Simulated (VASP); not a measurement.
A cell of DyPb$_{3}$ (space group Pm-3m) near equilibrium:

```
CELL_PARAMETERS angstrom
      4.79585     0.00000     0.00000
      0.00000     4.79585     0.00000
      0.00000     0.00000     4.79585
ATOMIC_POSITIONS crystal
  Dy 0.00000 0.00000 0.00000
  Pb 0.00000 0.50000 0.50000
  Pb 0.50000 0.00000 0.50000
  Pb 0.50000 0.50000 0.00000
```

Method: PBEsol GGA, VASP's PBE PAW potentials (set 64) (plane waves; VASP 6.6.1).

The 4f electrons are frozen in the core of the lanthanide potential, so 4f levels, which can set the real gap, and their magnetism are missing.

```json
[
 {"run": "as it is", "ΔE (meV/atom)": "0.0", "σxx": "-0.03", "σyy": "-0.03", "σzz": "-0.03", "largest shear component, with its sign (GPa)": "0.00", "largest force (eV/Å)": "0.000"},
 {"run": "after one change", "ΔE (meV/atom)": "17.7", "σxx": "-3.21", "σyy": "-2.59", "σzz": "-3.21", "largest shear component, with its sign (GPa)": "0.00", "largest force (eV/Å)": "0.000"}
]
```
Stress is in GPa, positive when the cell is compressed.

Problem. Name the change that produced these shifts.
A. biaxial strain of +1.0 % in the xy plane
B. uniaxial strain of -3.0 % along x
C. atom 3 (Pb) moved by 0.150 Å along z
D. biaxial strain of +3.0 % in the xz plane

Solution. D, biaxial strain of +3.0 % in the xz plane

The structure comes from a computed database's DyPb3 entry (Pm-3m); how it stands against other phases isn't given here. The electron count is odd and the run is not spin-polarised, which forces a metal.
